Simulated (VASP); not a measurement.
# KNbI2: single point with PBE

KNbI2:

```
K Nb I
1.0
     3.63026    0.00000    0.00000
     0.00000    3.63026    0.00000
     0.00000    0.00000    8.46093
K Nb I
1 1 2
Direct
  0.00000 0.00000 0.50000
  0.00000 0.00000 0.00000
  0.50000 0.50000 0.20065
  0.50000 0.50000 0.79935
```

The cell was built by a generator and needn't be a form met in nature.

```json
{
 "Program": "VASP 6.6.1",
 "Task": "single point",
 "Functional": "PBE",
 "Potentials or basis": "VASP PAW PBE potentials, release 64 (K_sv, Nb_sv, I)",
 "Cutoff": "520 eV",
 "k mesh": "12 × 12 × 6",
 "Occupations": "gaussian, width 0.1 eV",
 "Spin": "no spin polarisation",
 "Dipole correction": "no",
 "Further INCAR settings": "ALGO = Fast; EDIFF = 1e-07; NBANDS = 26"
}
```

The pressure is 0.0 GPa. The largest force is 0.019 eV/Å and the band gap on the k mesh is none (metal or under the smearing width).

Forces on the atoms (eV/Å):
```
K    0.000  0.000  0.000
Nb   0.000  0.000  0.000
I    0.000  0.000 -0.019
I    0.000  0.000  0.019
```

Levels at points of the mesh, in eV from the Fermi level:
| k point | band 16 | band 17 | band 18 | band 19 | band 20 | band 21 |
| --- | --- | --- | --- | --- | --- | --- |
| (0.00, 0.00, 0.00) | -3.55 | -2.62 | -1.47 | 0.02 | 0.16 | 1.32 |
| (0.50, 0.00, 0.00) | -2.58 | -2.21 | -0.33 | 0.43 | 0.57 | 0.85 |
| (0.50, 0.50, 0.00) | -3.23 | -1.56 | 0.39 | 0.39 | 0.46 | 1.35 |
| (0.00, 0.00, 0.50) | -3.58 | -2.62 | -0.84 | 0.16 | 0.99 | 1.36 |
| (0.50, 0.00, 0.50) | -2.63 | -2.01 | -0.32 | 0.38 | 0.95 | 1.01 |
| (0.50, 0.50, 0.50) | -3.84 | -1.36 | 0.59 | 0.59 | 0.66 | 1.38 |

Wall time 13 min on 1 thread of Intel(R) Xeon(R) Platinum 8488C (Sapphire Rapids), on a shared host, peak memory 0.46 GiB.

Spin-orbit coupling is left out, which matters for the levels of I.
